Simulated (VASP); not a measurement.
All values below come from r2SCAN meta-GGA, VASP's PBE PAW potentials (set 64) (plane waves; VASP).

VASP input:

**KPOINTS**
```
Automatic mesh
0
Gamma
16 16 9
0 0 0
```

### INCAR
```
EDIFF=1E-7
LASPH=T
LMAXMIX=6   ! l cut-off of mixed one-centre charges
LCHARG=F
LMIXTAU=T
NEDOS=601
NELM=100   ! most electronic steps
ENCUT=400   ! plane-wave cut-off (eV)
LORBIT=11   ! lm-projected
METAGGA=R2SCAN
ISIF=2
PREC=Accurate
ISMEAR=-5   ! tetrahedra, Bloechl
ALGO=Normal
LREAL=F
LWAVE=F
SYSTEM=Au
```

KPOINTS_OPT:
```
k-points along high-symmetry lines
6
Line-mode
Reciprocal
  0.000000   0.000000   0.000000 ! GAMMA
  0.500000   0.000000   0.000000 ! M

  0.500000   0.000000   0.000000 ! M
  0.333333   0.333333   0.000000 ! K

  0.333333   0.333333   0.000000 ! K
  0.000000   0.000000   0.000000 ! GAMMA

  0.000000   0.000000   0.000000 ! GAMMA
  0.000000   0.000000   0.500000 ! A

  0.000000   0.000000   0.500000 ! A
  0.500000   0.000000   0.500000 ! L

  0.500000   0.000000   0.500000 ! L
  0.333333   0.333333   0.500000 ! H

  0.333333   0.333333   0.500000 ! H
  0.000000   0.000000   0.500000 ! A

  0.500000   0.000000   0.500000 ! L
  0.500000   0.000000   0.000000 ! M

  0.333333   0.333333   0.500000 ! H
  0.333333   0.333333   0.000000 ! K
```

**POSCAR**
```
Au
2.8988660
  0.9999998566   0.0000000000   0.0000000000
 -0.4999999283   0.8660253930   0.0000000000
  0.0000000000   0.0000000000   1.6663514678
Au
2
Cartesian
 -0.0000005000   0.5773505507   1.2497636009
  0.5000004283   0.2886748423   0.4165878670
```

POTCAR, in this order: Au (PBE.64 set). Program: vasp_std.

Unless said otherwise, spin-orbit coupling is left out, though it shifts the bands of the heavy elements here.

Task: Predict the energy per atom (σ→0), band gap (over mesh and band path).

Result: 
```yaml
energy per atom (σ→0): -50.590 eV/atom
band gap (over mesh and band path): none (metal, semimetal or under 0.01 eV)
```

**OSZICAR**
```
...
DAV:  21    -0.101179350659E+03    0.27042E-05   -0.49033E-08  2586   0.220E-03    0.167E-03
DAV:  22    -0.101179351951E+03   -0.12919E-05   -0.74766E-08  2537   0.281E-03    0.261E-04
DAV:  23    -0.101179351613E+03    0.33848E-06   -0.12609E-08  2509   0.112E-03    0.180E-04
DAV:  24    -0.101179351723E+03   -0.10983E-06   -0.73344E-10  2432   0.310E-04    0.104E-04
DAV:  25    -0.101179351590E+03    0.13232E-06   -0.26534E-10  2376   0.172E-04    0.198E-05
DAV:  26    -0.101179351646E+03   -0.55672E-07   -0.18811E-11  2376   0.416E-05
   1 F= -.10117935E+03 E0= -.10117935E+03  d E =0.000000E+00
       N       E                     dE             ncg
```

The structure comes from a measured Au entry (P6_3/mmc) of the Crystallography Open Database, whose conditions weren't checked. It was relaxed first.
